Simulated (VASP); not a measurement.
```yaml
crystal:
  lattice:
    - [0.00000, 2.24484, 2.24484]
    - [2.24484, 0.00000, 2.24484]
    - [2.24484, 2.24484, 0.00000]
  atoms:
    - { symbol: B, position: [0.00000, 0.00000, 0.00000] }
    - { symbol: P, position: [0.25000, 0.25000, 0.25000] }
```

Level of theory: LDA (Ceperley-Alder, Perdew-Zunger), VASP's LDA PAW potentials (set 64) (plane waves; VASP). Run with 520 eV cut-off, 10×10×10 Γ-centred mesh, Gaussian smearing of 0.050 eV, potentials B P.

Problem. Predict the energy per atom (σ→0).

Solution. 
```yaml
energy per atom (σ→0): -7200 meV/atom
```

Only differences to runs with the same potentials and settings are physical.

The compound is BP in the zinc blende structure. It was relaxed first.
